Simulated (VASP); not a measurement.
Band gaps of TlBiF$_{4}$ (space group P4/mmm) from VASP (PAW), without and with spin-orbit coupling. Semilocal levels are at their own relaxed cell, hybrids and mBJ at PBE's; 0.00 means no gap at that level. Unless said otherwise, spin-orbit coupling is left out, though it shifts the bands of the heavy elements here.

The cell of the LDA run:

```
CELL_PARAMETERS angstrom
      3.92631     0.00000     0.00000
      0.00000     3.92631     0.00000
      0.00000     0.00000     6.45476
ATOMIC_POSITIONS crystal
  Tl 0.00000 0.00000 0.00000
  Bi 0.50000 0.50000 0.50000
  F  0.50000 0.00000 0.70208
  F  0.50000 0.00000 0.29792
  F  0.00000 0.50000 0.70208
  F  0.00000 0.50000 0.29792
```

| level | gap without SOC (eV) | gap with SOC (eV) | shift (eV) |
|---|---|---|---|
| LDA | 3.21 | ? | ? |

Complete the blanks.

- LDA, gap with SOC (eV): 2.81
- LDA, shift (eV): -0.40

Only levels that ran to the end are used. Left out are those held back, those with too coarse a band path, GW runs whose mesh misses a band edge, hybrids' fits of cells that aren't cubic and levels without matching references; a question may draw on a part of the rest.

The structure comes from a computed database's TlBiF4 entry (P4/mmm); how it stands against other phases isn't given here. It was relaxed first. Symmetry was kept, so distortions that lower it aren't found.
